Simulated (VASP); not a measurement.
Input for VASP

**POSCAR**
```
ZrO2
1.0
  0.0000000000   2.5714645345   2.5714645345
  2.5714645345   0.0000000000   2.5714645345
  2.5714645345   2.5714645345   0.0000000000
Zr O
1 2
Cartesian
  0.0000000000   0.0000000000   0.0000000000
  1.2857322673   1.2857322673   1.2857322673
  3.8571968017   3.8571968017   3.8571968017
```

KPOINTS:
```
Automatic mesh
0
Gamma
7 7 7
0 0 0
```

INCAR:
```
! general
SYSTEM  = ZrO2
PREC    = Accurate
ENCUT   = 520
LREAL   = .False.
LASPH   = .True.

! electronic loop
EDIFF   = 1E-6
NELM    = 100
ALGO    = Normal
LMAXMIX = 4

! smearing
ISMEAR  = 0
SIGMA   = 0.05

! functional
GGA     = RE

! ions
IBRION  = 2
NSW     = 60
ISIF    = 3
EDIFFG  = -0.02

! output
LWAVE   = .False.
LCHARG  = .False.
```

POTCAR, in this order: Zr_sv O (PBE.64 set). Program: vasp_std.

### Question
Write an equivalent input for Quantum ESPRESSO's pw.x.

### Answer
One equivalent input (not run):
```
&CONTROL
  calculation = 'vc-relax'
  pseudo_dir = './pseudo'
  outdir = './out'
  tprnfor = .true.
  tstress = .true.
  nstep = 60
  forc_conv_thr = 0.00078
/
&SYSTEM
  ibrav = 0
  nat = 3
  ntyp = 2
  ecutwfc = 84
  occupations = 'smearing'
  smearing = 'gaussian'
  degauss = 0.003675
  input_dft = 'revpbe'
/
&ELECTRONS
  conv_thr = 7.3e-08
  electron_maxstep = 100
/
&IONS
/
&CELL
/
ATOMIC_SPECIES
  Zr 91.224 Zr.upf
  O 15.999 O.upf
CELL_PARAMETERS angstrom
     0.0000000    2.5714645    2.5714645
     2.5714645    0.0000000    2.5714645
     2.5714645    2.5714645    0.0000000
ATOMIC_POSITIONS crystal
  Zr   0.0000000  0.0000000  0.0000000
  O    0.2500000  0.2500000  0.2500000
  O    0.7500000  0.7500000  0.7500000
K_POINTS automatic
  7 7 7 0 0 0
```
Limits of the translation: the potentials are each code's own (VASP's PAW set, PseudoDojo norm-conserving files in pw.x), so ENCUT and ecutwfc are chosen apart and not converted; conv_thr bounds pw.x's estimated SCF error, while EDIFF bounds the energy change between steps; forc_conv_thr acts on force components and is met together with etot_conv_thr.

The compound is ZrO2 in the fluorite structure, the high-temperature cubic form, which is unstable at 0 K; the monoclinic form is the stable one. It was relaxed first. The start is the result of an earlier pass.
